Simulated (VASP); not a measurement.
## ZnO: stress against strain

ZnO (wurtzite, P6_3mc, 11.857 Å³/atom and stress up to 0.19 GPa in the relaxed cell, c along z) under an equal strain ε along x and y, with z held. PBEsol in VASP (plane waves, PAW), 600 eV, 12×12×6 Γ-centred mesh, Gaussian smearing 0.05 eV; ions are relaxed, or left where forces stay under 0.02 eV/Å, within the symmetry of each cell. Stress is positive for a compressed cell.

Here s stands for strain and y for stress xx.

| strain (%) | stress xx (GPa) |
|---|---|
| -1.50 | 4.97 |
| -1.00 | 3.19 |
| -0.50 | 1.48 |
| 0.00 | -0.19 |
| 0.50 | -1.78 |
| 1.00 | -3.33 |
| 1.50 | -4.80 |
| 3.00 | ? |

Question: Fit y against s with a straight line, and predict the withheld value at s = 3.00.

Answer: Means: s 0, y -0.066. About the means, the sum of products is -22.805 and the sum of squares of s is 7.0000; the slope is their ratio. Least squares gives y = -0.066 - 3.2579·s. Residuals (row less fit): 0.149, -0.002, -0.083, -0.124, -0.085, -0.006, 0.153; standard error 0.123 (degrees of freedom: 5). The slope gives the elastic constants C11 + C12 = 326 ± 5 GPa (± standard error of the fit, which holds the terms cut off). At the withheld row, y = -0.066 - 3.2579 × 3.0 = -9.840 GPa. The calculation gives -8.85 GPa, 0.990 GPa above the prediction (7.2 % of the range of y in the table). The row lies outside the fitted rows, so this is an extrapolation. From the scatter of the fitted rows alone, a prediction at this place has a standard error of 0.191 GPa, so the miss is 5.2 times that.

A polynomial of degree 2 through the 12 other runs of the series gives -8.85 there, so most of the miss is curvature that the fit leaves out. Rows are the converged runs of the series near zero and its far end; series whose fitted rows scatter by over a few per cent of the range, as at a crossing or softening among them, aren't shown in this form, nor equations of state whose B0' disagrees with the runs' pressures. Most that stay on the fit to the last digits aren't either.
